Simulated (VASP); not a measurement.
Data:

```yaml
crystal:
  lattice:
    - [-2.20313, 2.20313, 2.20313]
    - [2.20313, -2.20313, 2.20313]
    - [2.20313, 2.20313, -2.20313]
  atoms:
    - { symbol: Eu, position: [0.00000, 0.00000, 0.00000] }
```

Calculation: TPSS meta-GGA, VASP's PBE PAW potentials (set 64) (plane waves; VASP). Run with 520 eV cut-off, 12×12×12 Γ-centred mesh, first-order Methfessel-Paxton smearing of 0.10 eV, potentials Eu_2.

The 4f electrons are frozen in the core of the lanthanide potential, so 4f levels, which can set the real gap, and their magnetism are missing.

Q: Give the energy at these volumes per atom, relative to the lowest: 40.04, 41.32, 42.60, 43.88, 45.16 Å³.

A: 7.9, 2.1, 0.0, 1.1, 4.9 meV/atom. A third-order Birch-Murnaghan fit gives B0 = 13.1 GPa and B0′ = 3.9.

Measured: bulk modulus 10.9 GPa (computed value off by +20.5 %), as given by arXiv:1012.3782; a 4.582 Å at 293 K (computed value off by -3.8 %), as given by Wikipedia, Europium (infobox). The calculation is for a static lattice, while the measured bulk modulus, a hold thermal and zero-point effects, which are part of the difference.

The compound is Eu in the bcc structure. It was relaxed first, which changed the volume by -11 %.
